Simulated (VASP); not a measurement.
## KZrS2 (space group R-3m): computed properties

These are PBEsol GGA, VASP's PBE PAW potentials (set 64) (plane waves; VASP) values and carry that method's errors.

```json
{
  "space_group": "R-3m (166)",
  "cell": "a = b = 3.686 Å, c = 22.147 Å, α = β = 90.00°, γ = 120.00°",
  "volume_per_atom": "21.72 Å³/atom",
  "band gap (over mesh and band path)": "none (metal, semimetal or under 0.01 eV)",
  "band_gap_with_spin_orbit_coupling": "none (metallic)",
  "density": "3.72 g/cm³"
}
```

```
CELL_PARAMETERS angstrom
      1.84303     1.06407     7.38241
     -1.84303     1.06407     7.38241
      0.00000    -2.12814     7.38241
ATOMIC_POSITIONS crystal
  K  0.50000 0.50000 0.50000
  Zr 0.00000 0.00000 0.00000
  S  0.73437 0.73437 0.73437
  S  0.26563 0.26563 0.26563
```

The structure comes from a computed database's KZrS2 entry (R-3m); how it stands against other phases isn't given here. It was relaxed first. Symmetry was kept, so distortions that lower it aren't found. The electron count is odd and the run is not spin-polarised, which forces a metal.
